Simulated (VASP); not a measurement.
A convergence study with VASP on CdS (zinc blende): one setting is varied, all else stays as given below, so the limit is that of these other settings. Each run relaxes cell and ions from the cell shown. The basis is that of the starting cell, so low cut-offs carry a Pulay error.

```
CdS
1.0
    0.00000     2.91000     2.91000
    2.91000     0.00000     2.91000
    2.91000     2.91000     0.00000
Cd S
1 1
Direct
  0.00000   0.00000   0.00000
  0.25000   0.25000   0.25000
```

Level of theory: LDA (Ceperley-Alder, Perdew-Zunger), VASP's LDA PAW potentials (set 64) (plane waves; VASP). The tightest run used: 700 eV cut-off, 7×7×7 Γ-centred mesh, Gaussian smearing of 0.050 eV, potentials Cd S.

Gaps are read on the run's mesh, which can miss a band edge.

| setting | relaxed volume (Å³/atom) | E (eV/atom) | gap on the mesh (eV) | plane waves |
|---|---|---|---|---|
| ENCUT = 200 | 19.926 | -4.1697 | 1.344 | 331 |
| ENCUT = 250 | 22.973 | -3.7231 | 1.048 | 459 |
| ENCUT = 300 | 24.003 | -3.7013 | 0.955 | 592 |
| ENCUT = 350 | 23.880 | -3.7034 | 0.970 | 748 |
| ENCUT = 400 | 23.904 | -3.7040 | 0.970 | 911 |

Q: These are the cheaper rows. Estimate the results at ENCUT = 700, and how far the last row shown lies from them.

A: 
```tsv
quantity	tightest run	last row shown is off by
relaxed volume (Å³/atom)	24.040	-0.137
E (eV/atom)	-3.7034	-0.0005
gap on the mesh (eV)	0.960	0.010
```

Left out are rungs that failed or repeat a setting and relaxations that didn't move; long series are thinned to 24 rows.

The compound is CdS in the zinc blende structure, a metastable form; wurtzite is the usual one.
